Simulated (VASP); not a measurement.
Data:

```
CELL_PARAMETERS angstrom
      1.37068    -2.37409     0.00000
      1.37068     2.37409     0.00000
      0.00000     0.00000     4.31707
ATOMIC_POSITIONS crystal
  Os 0.33333 0.66667 0.25000
  Os 0.66667 0.33333 0.75000
```

Computed with r2SCAN meta-GGA, VASP's PBE PAW potentials (set 64) (plane waves; VASP). Numerical set-up: 520 eV cut-off, 17×17×10 Γ-centred mesh, tetrahedra with Blöchl corrections, potentials Os.

Problem. Give the energies of bands 1 to 11 at the high-symmetry points, in eV from the Fermi level.

Solution. 
```csv
band,Γ,M,K,A,L,H
1,-11.42,-7.53,-6.80,-8.87,-7.77,-6.09
2,-8.12,-7.33,-5.68,-8.87,-7.77,-6.09
3,-3.19,-6.72,-5.68,-3.71,-5.56,-5.17
4,-3.19,-3.74,-4.84,-3.71,-5.56,-5.17
5,-2.88,-3.08,-3.60,-3.40,-1.30,-3.62
6,-2.32,-2.70,-3.60,-3.40,-1.30,-3.62
7,-2.32,-1.95,-1.41,-3.40,-0.21,-1.44
8,-1.69,2.04,1.53,-3.40,-0.21,-1.44
9,-1.69,2.62,1.53,0.89,2.39,1.66
10,0.02,2.77,2.12,0.89,2.39,1.66
11,1.71,4.52,5.65,0.89,3.38,8.62
```

It has no gap at this level: it comes out as a metal or semimetal.

The compound is Os in the hcp structure. It was relaxed first.
